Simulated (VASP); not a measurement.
Crystal: Sb2Pt (Geversite).

```xyz
12
Lattice="6.4423 0.0000 0.0000 0.0000 6.4423 0.0000 0.0000 0.0000 6.4423" Properties=species:S:1:pos:R:3 pbc="T T T"
Sb    2.4178    2.4178    2.4178
Sb    0.8034    4.0245    5.6389
Sb    5.6389    0.8034    4.0245
Sb    4.0245    5.6389    0.8034
Sb    4.0245    4.0245    4.0245
Sb    5.6389    2.4178    0.8034
Sb    0.8034    5.6389    2.4178
Sb    2.4178    0.8034    5.6389
Pt    0.0000    0.0000    0.0000
Pt    3.2212    0.0000    3.2212
Pt    3.2212    3.2212    0.0000
Pt    0.0000    3.2212    3.2212
```

- Program: VASP 6.6.1
- Task: relaxation of cell and atoms
- Functional: PBE
- Potentials or basis: VASP PAW PBE potentials, release 64 (Sb, Pt)
- Cutoff: 600 eV
- k mesh: 6 × 6 × 6
- Occupations: methfessel-paxton, width 0.1 eV
- Spin: no spin polarisation

At the start: pressure 5.8 GPa; volume 22.28 Å³/atom.

Task: Where does the relaxation end?

Result: Over 6 steps the energy falls by 19.3 meV/atom and the volume is 23.38 Å³/atom (+4.9 %); space group Pa-3 (No. 205, to 0.05 Å).

Step by step:
| step | energy change (eV) | largest force (eV/Å) | pressure (GPa) | volume (Å³) |
| --- | --- | --- | --- | --- |
| 1 | 0.0000 | 0.1492 | 5.82 | 267.38 |
| 2 | 0.1551 | 0.0709 | -5.95 | 299.95 |
| 3 | -0.2311 | 0.0382 | -0.09 | 280.85 |
| 4 | -0.2312 | 0.0401 | 0.01 | 280.58 |
| 5 | -0.2315 | 0.0176 | 0.02 | 280.53 |
| 6 | -0.2316 | 0.0007 | 0.03 | 280.50 |

Final structure:
```cif
data_structure
_symmetry_space_group_name_H-M 'P 1'
_symmetry_Int_Tables_number 1
_cell_length_a 6.5460
_cell_length_b 6.5460
_cell_length_c 6.5460
_cell_angle_alpha 90.000
_cell_angle_beta 90.000
_cell_angle_gamma 90.000
_cell_volume 280.50
loop_
_atom_site_label
_atom_site_type_symbol
_atom_site_fract_x
_atom_site_fract_y
_atom_site_fract_z
_atom_site_occupancy
Sb1 Sb 0.37476 0.37476 0.37476 1
Sb2 Sb 0.12524 0.62524 0.87476 1
Sb3 Sb 0.87476 0.12524 0.62524 1
Sb4 Sb 0.62524 0.87476 0.12524 1
Sb5 Sb 0.62524 0.62524 0.62524 1
Sb6 Sb 0.87476 0.37476 0.12524 1
Sb7 Sb 0.12524 0.87476 0.37476 1
Sb8 Sb 0.37476 0.12524 0.87476 1
Pt1 Pt 0.00000 0.00000 0.00000 1
Pt2 Pt 0.50000 0.00000 0.50000 1
Pt3 Pt 0.50000 0.50000 0.00000 1
Pt4 Pt 0.00000 0.50000 0.50000 1
```
